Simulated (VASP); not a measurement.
These are PBEsol GGA, VASP's PBE PAW potentials (set 64) (plane waves; VASP) values and carry that method's errors.

VASP ran on this input.

File KPOINTS:
```
kpoints
0
gamma
 7 7 7
```

POSCAR:
```
GaAs
1
   -0.0000000000     2.8283254275     2.8283254275
    2.8283254275     0.0000000000     2.8283254275
    2.8283254275     2.8283254275     0.0000000000
Ga As
1 1
Direct
  0.0000000000   0.0000000000   0.0000000000
  0.2500000000   0.2500000000   0.2500000000
```

### INCAR
```
SYSTEM  =  GaAs
PREC  =  Accurate; ENCUT  =  400; LREAL  =  .FALSE.
LASPH  =  .TRUE.
EDIFF  =  1E-6; NELM  =  100; ALGO  =  Normal
LMAXMIX  =  4
ISMEAR  =  0; SIGMA  =  0.05
GGA  =  PS
IBRION  =  2; NSW  =  60; ISIF  =  3
EDIFFG  =  -0.01
LWAVE  =  .FALSE.; LCHARG  =  .FALSE.
```

POTCAR, in this order: Ga_d As (PBE.64 set). Program: vasp_std.

Output of the run:

File OUTCAR:
```
 ion  position               nearest neighbor table
   1  0.000  0.000  0.000-   2 2.45   2 2.45   2 2.45   2 2.45
   2  0.250  0.250  0.250-   1 2.45   1 2.45   1 2.45   1 2.45
  LATTYP: Found a face centered cubic cell.
 ALAT       =     5.6566508550
 Subroutine PRICEL returns:
 Original cell was already a primitive cell.
 Subroutine GETGRP returns: Found 24 space group operations
The static configuration has the point symmetry T_d .
The dynamic configuration has the point symmetry T_d .
 Subroutine INISYM returns: Found 24 space group operations
 Subroutine IBZKPT returns following result:
 Found     20 irreducible k-points:

 Following reciprocal coordinates:
            Coordinates               Weight
  0.000000  0.000000  0.000000      1.000000
  0.142857  0.000000  0.000000      8.000000
  0.285714  0.000000  0.000000      8.000000
  0.428571  0.000000  0.000000      8.000000
  0.142857  0.142857  0.000000      6.000000
  0.285714  0.142857  0.000000     24.000000
  0.428571  0.142857  0.000000     24.000000
 -0.428571  0.142857  0.000000     24.000000
 -0.285714  0.142857  0.000000     24.000000
 -0.142857  0.142857  0.000000     12.000000
  0.285714  0.285714  0.000000      6.000000
  0.428571  0.285714  0.000000     24.000000
 -0.428571  0.285714  0.000000     24.000000
 -0.285714  0.285714  0.000000     12.000000
  0.428571  0.428571  0.000000      6.000000
 -0.428571  0.428571  0.000000     12.000000
  0.428571  0.285714  0.142857     24.000000
 -0.428571  0.285714  0.142857     48.000000
 -0.428571  0.428571  0.142857     24.000000
 -0.285714  0.428571  0.142857     24.000000
   k-points           NKPTS =     20   k-points in BZ     NKDIM =     20   number of bands    NBANDS=     13
   number of dos      NEDOS =    301   number of ions     NIONS =      2
   total plane-waves  NPLWV =  21952
   dimension x,y,z NGX =    28 NGY =   28 NGZ =   28
   dimension x,y,z NGXF=    56 NGYF=   56 NGZF=   56
   ions per type =               1   1
   PREC   = accura    normal or accurate (medium, high low for compatibility)
   ISTART =      0    job   : 0-new  1-cont  2-samecut
   ICHARG =      2    charge: 1-file 2-atom 10-const
   ISPIN  =      1    spin polarized calculation?
   LNONCOLLINEAR =      F non collinear calculations
   LSORBIT =      F    spin-orbit coupling
   INIWAV =      1    electr: 0-lowe 1-rand  2-diag
   ENCUT  =  400.0 eV  29.40 Ry    5.42 a.u.   6.52  6.52  6.52*2*pi/ulx,y,z
   NELM   =    100;   NELMIN=  2; NELMDL= -5     # of ELM steps
   EDIFF  = 0.1E-05   stopping-criterion for ELM
   LREAL  =      F    real-space projection
   NLSPLINE    = F    spline interpolate recip. space projectors
   LMAXMIX     =    4 max onsite mixed and CHGCAR
   VOSKOWN=      0    Vosko Wilk Nusair interpolation
   EDIFFG = -.1E-01   stopping-criterion for IOM
   NSW    =     60    number of steps for IOM
   NBLOCK =      1;   KBLOCK =     60    inner block; outer block
   IBRION =      2    ionic relax: 0-MD 1-quasi-New 2-CG
   NFREE  =      1    steps in history (QN), initial steepest desc. (CG)
   ISIF   =      3    stress and relaxation
   ISYM   =      2    0-nonsym 1-usesym 2-fastsym
   TEIN   =    0.0    initial temperature
   TEBEG  =    0.0;   TEEND  =   0.0 temperature during run
   SMASS  =  -3.00    Nose mass-parameter (am)
   PSTRESS=    0.0 pullay stress
   NELECT =      18.0000    total number of electrons
   EFERMI =   0.00;   METHOD = LEGACY
   ISMEAR =     0;   SIGMA  =   0.05  broadening in eV -4-tet -1-fermi 0-gaus
   IALGO  =     38    algorithm
   LDIAG  =      T    sub-space diagonalisation (order eigenvalues)
   IMIX   =      4    mixing-type and parameters
     AMIX     =   0.40;   BMIX     =  1.00
     AMIX_MAG =   1.60;   BMIX_MAG =  1.00
...
```

### OSZICAR
```
       N       E                     dE             d eps       ncg     rms          rms(c)
DAV:   1     0.728552718369E+02    0.72855E+02   -0.81612E+03   528   0.165E+03
DAV:   2    -0.368529479025E+01   -0.76541E+02   -0.73811E+02   565   0.278E+02
DAV:   3    -0.918401855965E+01   -0.54987E+01   -0.54763E+01   660   0.698E+01
DAV:   4    -0.927937713611E+01   -0.95359E-01   -0.95334E-01   597   0.103E+01
DAV:   5    -0.928093147586E+01   -0.15543E-02   -0.15543E-02   630   0.113E+00    0.294E+00
DAV:   6    -0.911391145024E+01    0.16702E+00   -0.27898E-01   812   0.112E+01    0.174E+00
DAV:   7    -0.908148032646E+01    0.32431E-01   -0.68968E-02   765   0.245E+00    0.542E-01
DAV:   8    -0.907960044996E+01    0.18799E-02   -0.97197E-03   605   0.137E+00    0.974E-02
DAV:   9    -0.907976919421E+01   -0.16874E-03   -0.79354E-04   661   0.398E-01    0.455E-02
DAV:  10    -0.907979696712E+01   -0.27773E-04   -0.54875E-05   688   0.792E-02    0.246E-02
DAV:  11    -0.907981819049E+01   -0.21223E-04   -0.26704E-05   575   0.580E-02    0.218E-03
DAV:  12    -0.907981823382E+01   -0.43337E-07   -0.79486E-07   445   0.154E-02
   1 F= -.90798182E+01 E0= -.90798182E+01  d E =-.907982E+01
```

### OUTCAR
```
------------------------ aborting loop because EDIFF is reached ----------------------------------------
  FORCE on cell =-STRESS in cart. coord.  units (eV):
  Direction    XX          YY          ZZ          XY          YZ          ZX
  --------------------------------------------------------------------------------------
  Total        0.0016237      0.0016237      0.0016237      0.0000000      0.0000000     -0.0000000
  in kB        0.0574922      0.0574922      0.0574922      0.0000000      0.0000000     -0.0000000
  external PRESSURE =       0.0574922 kB  Pullay stress =       0.0000000 kB
  volume of cell :       45.25
      direct lattice vectors                 reciprocal lattice vectors
     0.000000000  2.828325427  2.828325427    -0.176783052  0.176783052  0.176783052
     2.828325427  0.000000000  2.828325427     0.176783052 -0.176783052  0.176783052
     2.828325427  2.828325427  0.000000000     0.176783052  0.176783052 -0.176783052
  FREE ENERGIE OF THE ION-ELECTRON SYSTEM (eV)
  ---------------------------------------------------
  free  energy   TOTEN  =        -9.0798182338 eV

  energy  without entropy=       -9.0798182338  energy(sigma->0) =       -9.07981823

 reached required accuracy - stopping structural energy minimisation
```
(Selected blocks of OUTCAR.)

OUTCAR:
```
 val. band max:        3.7933846196   @ k =   0.0000   0.0000   0.0000

 cond. band min:       4.2356561831   @ k =   0.0000   0.0000   0.0000


 Fermi energy:         4.0239639330

 k-point     1 :       0.0000    0.0000    0.0000
  band No.  band energies     occupation
      1     -10.9827      2.00000
      2     -10.9827      2.00000
      3     -10.9827      2.00000
      4     -10.9032      2.00000
      5     -10.9032      2.00000
      6      -8.9482      2.00000
      7       3.7934      2.00000
      8       3.7934      2.00000
      9       3.7934      2.00000
     10       4.2357      0.00000
     11       7.4801      0.00000
     12       7.4801      0.00000
     13       7.4801      0.00000

 k-point     2 :       0.1429    0.0000    0.0000
  band No.  band energies     occupation
      1     -11.0001      2.00000
      2     -10.9780      2.00000
      3     -10.9780      2.00000
      4     -10.9031      2.00000
      5     -10.9031      2.00000
      6      -8.7101      2.00000
      7       1.4814      2.00000
      8       3.4946      2.00000
      9       3.4946      2.00000
     10       5.3634      0.00000
     11       7.9147      0.00000
     12       7.9147      0.00000
     13       8.1083      0.00000

 k-point     3 :       0.2857    0.0000    0.0000
  band No.  band energies     occupation
      1     -11.0350      2.00000
      2     -10.9690      2.00000
      3     -10.9690      2.00000
      4     -10.9021      2.00000
      5     -10.9021      2.00000
      6      -8.0628      2.00000
      7      -0.9358      2.00000
      8       2.9952      2.00000
      9       2.9952      2.00000
     10       5.0657      0.00000
     11       8.4121      0.00000
     12       8.4121      0.00000
     13      10.2380      0.00000

 k-point     4 :       0.4286    0.0000    0.0000
  band No.  band energies     occupation
      1     -11.0598      2.00000
      2     -10.9636      2.00000
      3     -10.9636      2.00000
...
```

The structure was generated: GaAs was put into the zinc blende type (F-43m), which need not be its known phase. It was relaxed first. The start is the result of an earlier pass.
